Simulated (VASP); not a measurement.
BeS (zinc blende), at 0.96 of the tabulated volume:

```yaml
crystal:
  lattice:
    - [0.00000, 2.40209, 2.40209]
    - [2.40209, 0.00000, 2.40209]
    - [2.40209, 2.40209, 0.00000]
  atoms:
    - { symbol: Be, position: [0.00000, 0.00000, 0.00000] }
    - { symbol: S, position: [0.25000, 0.25000, 0.25000] }
```

The lowest empty band near X, direction across the valley's axis, from PBE with spin-orbit coupling in VASP (PAW); its two spin partners are averaged. The gap over the points computed is 3.01 eV, and the next band on that side lies 1.85 eV away at the edge.

Numerical set-up: 400 eV cut-off, 11×11×11 Γ-centred mesh, Gaussian smearing of 0.050 eV, potentials Be S.

| distance from the edge in k (1/Å) | distance in energy (meV) |
|---|---|
| 0.018 | 4.3 |
| 0.025 | 8.4 |
| 0.035 | 16.5 |
| 0.050 | 33.6 |
| 0.070 | 65.7 |

Fit E(1 + αE) = ħ²k²/2m* (ħ²/2m0 = 3.810 eV Å²) and predict the row at 0.095 1/Å.

The rows don't resolve α, so a parabola serves: the electron mass is m* = 0.284 m0, and so 121.1 meV. The run gave 120.3 meV, -0.8 meV from the fit.

Left out are points under 3 meV from the edge, since the levels carry 0.1 meV, and points farther than half the way to the next band.

The compound is BeS in the zinc blende structure. The cell was not relaxed at this level.
